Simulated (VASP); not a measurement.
```
CELL_PARAMETERS angstrom
      0.00000     2.72255     2.72255
      2.72255     0.00000     2.72255
      2.72255     2.72255     0.00000
ATOMIC_POSITIONS crystal
  Ga 0.00000 0.00000 0.00000
  P  0.25000 0.25000 0.25000
```

These are r2SCAN meta-GGA, VASP's PBE PAW potentials (set 64) (plane waves; VASP) values and carry that method's errors. Run with 480 eV cut-off, 8×8×8 Γ-centred mesh, Gaussian smearing of 0.050 eV, potentials Ga_d P.

Each relaxation starts from this cell; other phases were not tried.

Question: The cell is relaxed at 5 GPa. What happens?

Answer: The volume per atom goes from 20.18 to 19.23 Å³ (-4.7 %), and the cell becomes a = 5.3586 Å, b = 5.3586 Å, c = 5.3586 Å, α = 90.00°, β = 90.00°, γ = 90.00°, space group F-43m. The gap on the mesh goes from 1.90 to 1.80 eV.

Question: The cell is relaxed at 10 GPa. What happens?

Answer: The volume per atom goes from 20.18 to 18.45 Å³ (-8.6 %), and the cell becomes a = b = c = 5.284 Å, α = β = γ = 90.00°, space group F-43m. The gap on the mesh goes from 1.90 to 1.70 eV.

Failed runs are left out, and for metals the shear rows, which the mesh's noise covers.

The compound is GaP in the zinc blende structure.
